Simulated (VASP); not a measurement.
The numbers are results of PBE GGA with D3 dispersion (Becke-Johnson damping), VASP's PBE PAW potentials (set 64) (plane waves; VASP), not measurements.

The input files of a VASP run:

**INCAR**
```
SYSTEM = CsSnI3
PREC = Accurate
ENCUT = 520
EDIFF = 1E-6
NELM = 100
ALGO = Normal
LREAL = .FALSE.
LASPH = .TRUE.
ISMEAR = 0
SIGMA = 0.05
GGA = PE
IVDW = 12
LMAXMIX = 4
LWAVE = .FALSE.
LCHARG = .FALSE.
IBRION = 2
ISIF = 3
NSW = 60
EDIFFG = -0.02
```

POSCAR:
```
CsSnI3
1.0
  6.1230522853   0.0000000000   0.0000000000
  0.0000000000   6.1230522853   0.0000000000
  0.0000000000   0.0000000000   6.1230522853
Cs Sn I
1 1 3
direct
  0.0000000000   0.0000000000   0.0000000000
  0.5000000000   0.5000000000   0.5000000000
  0.5000000000   0.0000000000   0.5000000000
  0.0000000000   0.5000000000   0.5000000000
  0.5000000000   0.5000000000   0.0000000000
```

**KPOINTS**
```
Automatic mesh
0
Gamma
4 4 4
0 0 0
```

POTCAR, in this order: Cs_sv Sn_d I (PBE.64 set). Program: vasp_std.

Energy and stress use the plane-wave basis of the starting cell. Unless said otherwise, spin-orbit coupling is left out, though it shifts the bands of the heavy elements here.

Question: What does the run give for the energy per atom (σ→0), dispersion energy, volume per atom, band gap (on the k-mesh)?

Answer: 
| Quantity | Result |
|---|---|
| energy per atom (σ→0) | -3.040 eV/atom |
| dispersion energy | -1.257 eV |
| band gap (on the k-mesh) | 0.29 eV |
| volume per atom | 47.68 Å³/atom |

### OSZICAR
```
...
DAV:   1    -0.139618918462E+02   -0.30272E-01   -0.41681E-01   612   0.575E+00    0.736E-01
DAV:   2    -0.139468710877E+02    0.15021E-01   -0.25506E-02   614   0.149E+00    0.320E-01
DAV:   3    -0.139429058426E+02    0.39652E-02   -0.12319E-02   682   0.875E-01    0.125E-01
DAV:   4    -0.139428056661E+02    0.10018E-03   -0.27045E-04   536   0.110E-01    0.998E-02
DAV:   5    -0.139427345587E+02    0.71107E-04   -0.13430E-04   710   0.870E-02    0.248E-02
DAV:   6    -0.139427303186E+02    0.42401E-05   -0.21432E-05   604   0.440E-02    0.435E-03
DAV:   7    -0.139427302363E+02    0.82305E-07   -0.10761E-06   324   0.648E-03
   3 F= -.15200171E+02 E0= -.15200170E+02  d E =-.197229E-01
```

The compound is CsSnI3 in the cubic perovskite structure, the ideal cubic form; the compound distorts at low or room temperature. This run relaxes it. Symmetry was kept, so distortions that lower it aren't found. The start is the result of an earlier pass.
